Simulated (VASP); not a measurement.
All values below come from r2SCAN+rVV10, VASP's PBE PAW potentials (set 64) (plane waves; VASP).

The input files of a VASP run:

File KPOINTS:
```
Automatic mesh
0
Gamma
9 9 9
0 0 0
```

### POSCAR
```
ZnS
1
    0.0000000000     2.7106654861     2.7106654861
    2.7106654861     0.0000000000     2.7106654861
    2.7106654861     2.7106654861     0.0000000000
Zn S
1 1
Direct
  0.0000000000   0.0000000000   0.0000000000
  0.2500000000   0.2500000000   0.2500000000
```

INCAR:
```
SYSTEM  =  ZnS
PREC  =  Accurate; ENCUT  =  520; LREAL  =  F
LASPH  =  T
EDIFF  =  1E-7; NELM  =  100; ALGO  =  Normal
LMAXMIX  =  4; LMIXTAU  =  T
ISMEAR  =  0; SIGMA  =  0.05
METAGGA  =  R2SCAN; LUSE_VDW  =  T; BPARAM  =  11.95
CPARAM  =  0.0093
ISIF  =  2
LWAVE  =  F; LCHARG  =  F
```

POTCAR, in this order: Zn S (PBE.64 set). Program: vasp_std.

Output

OSZICAR:
```
       N       E                     dE             d eps       ncg     rms          rms(c)
DAV:   1     0.779133132036E+02    0.77913E+02   -0.92657E+03   910   0.165E+03
DAV:   2    -0.147910448832E+02   -0.92704E+02   -0.88754E+02   970   0.296E+02
DAV:   3    -0.213484322438E+02   -0.65574E+01   -0.65274E+01  1135   0.790E+01
DAV:   4    -0.214312696645E+02   -0.82837E-01   -0.82807E-01   990   0.934E+00
DAV:   5    -0.214324113320E+02   -0.11417E-02   -0.11416E-02  1105   0.108E+00    0.721E+00
DAV:   6    -0.183440452745E+02    0.30884E+01   -0.20871E+00  1050   0.490E+01    0.659E+00
DAV:   7    -0.182758517177E+02    0.68194E-01   -0.64782E-01   945   0.162E+01    0.346E+00
DAV:   8    -0.183295525053E+02   -0.53701E-01   -0.13171E-01   910   0.506E+00    0.148E+00
DAV:   9    -0.183191421949E+02    0.10410E-01   -0.13278E-01   910   0.416E+00    0.369E-01
DAV:  10    -0.183357253287E+02   -0.16583E-01   -0.47407E-02   910   0.243E+00    0.151E-01
DAV:  11    -0.183521523724E+02   -0.16427E-01   -0.57167E-03   950   0.935E-01    0.594E-02
DAV:  12    -0.183400755733E+02    0.12077E-01   -0.43816E-03   910   0.873E-01    0.955E-02
DAV:  13    -0.183522705458E+02   -0.12195E-01   -0.27286E-03   910   0.637E-01    0.206E-02
DAV:  14    -0.183524111381E+02   -0.14059E-03   -0.84567E-05  1060   0.108E-01    0.992E-03
DAV:  15    -0.183524125296E+02   -0.13915E-05   -0.43126E-06  1000   0.243E-02    0.624E-03
DAV:  16    -0.183524144269E+02   -0.18973E-05   -0.52545E-07  1030   0.187E-02    0.410E-03
DAV:  17    -0.183524165352E+02   -0.21083E-05   -0.91760E-07   930   0.197E-02    0.261E-03
DAV:  18    -0.183524164452E+02    0.89955E-07   -0.17948E-07   660   0.737E-03
   1 F= -.18352416E+02 E0= -.18352416E+02  d E =-.956964E-17
```

**OUTCAR**
```
------------------------ aborting loop because EDIFF is reached ----------------------------------------
  FORCE on cell =-STRESS in cart. coord.  units (eV):
  Direction    XX          YY          ZZ          XY          YZ          ZX
  --------------------------------------------------------------------------------------
  Total       -0.5350214     -0.5350214     -0.5350214     -0.0000000     -0.0000000      0.0000000
  in kB      -21.5190911    -21.5190911    -21.5190911     -0.0000000     -0.0000000      0.0000000
  external PRESSURE =     -21.5190911 kB  Pullay stress =       0.0000000 kB
  volume of cell :       39.83
      direct lattice vectors                 reciprocal lattice vectors
     0.000000000  2.710665486  2.710665486    -0.184456549  0.184456549  0.184456549
     2.710665486  0.000000000  2.710665486     0.184456549 -0.184456549  0.184456549
     2.710665486  2.710665486  0.000000000     0.184456549  0.184456549 -0.184456549
  FREE ENERGIE OF THE ION-ELECTRON SYSTEM (eV)
  ---------------------------------------------------
  free  energy   TOTEN  =       -18.3524164452 eV

  energy  without entropy=      -18.3524164452  energy(sigma->0) =      -18.35241645
```
(Selected blocks of OUTCAR.)

### OUTCAR
```
 val. band max:        1.7331042763   @ k =   0.0000   0.0000   0.0000

 cond. band min:       4.3120357206   @ k =   0.0000   0.0000   0.0000


 Fermi energy:         2.0075354507

 k-point     1 :       0.0000    0.0000    0.0000
  band No.  band energies     occupation
      1     -11.8823      2.00000
      2      -4.7206      2.00000
      3      -4.7206      2.00000
      4      -4.7206      2.00000
      5      -4.1863      2.00000
      6      -4.1863      2.00000
      7       1.7331      2.00000
      8       1.7331      2.00000
      9       1.7331      2.00000
     10       4.3120      0.00000
     11       8.6216      0.00000
     12       8.6218      0.00000
     13       8.6218      0.00000

 k-point     2 :       0.1111    0.0000    0.0000
  band No.  band energies     occupation
      1     -11.7885      2.00000
      2      -4.7184      2.00000
      3      -4.7032      2.00000
      4      -4.7032      2.00000
      5      -4.1877      2.00000
      6      -4.1877      2.00000
      7       0.8289      2.00000
      8       1.6142      2.00000
      9       1.6142      2.00000
     10       4.9966      0.00000
     11       8.5048      0.00000
     12       8.8332      0.00000
     13       8.8334      0.00000

 k-point     3 :       0.2222    0.0000    0.0000
  band No.  band energies     occupation
      1     -11.5357      2.00000
      2      -4.6844      2.00000
      3      -4.6617      2.00000
      4      -4.6617      2.00000
      5      -4.1866      2.00000
      6      -4.1866      2.00000
      7      -0.7176      2.00000
      8       1.3371      2.00000
      9       1.3371      2.00000
     10       5.6354      0.00000
     11       8.8778      0.00000
     12       9.1964      0.00000
     13       9.1965      0.00000

 k-point     4 :       0.3333    0.0000    0.0000
  band No.  band energies     occupation
      1     -11.2158      2.00000
      2      -4.6215      2.00000
      3      -4.6214      2.00000
...
```

The compound is ZnS in the zinc blende structure. This cell is one point of a volume scan, at 1.03 of the reference volume.
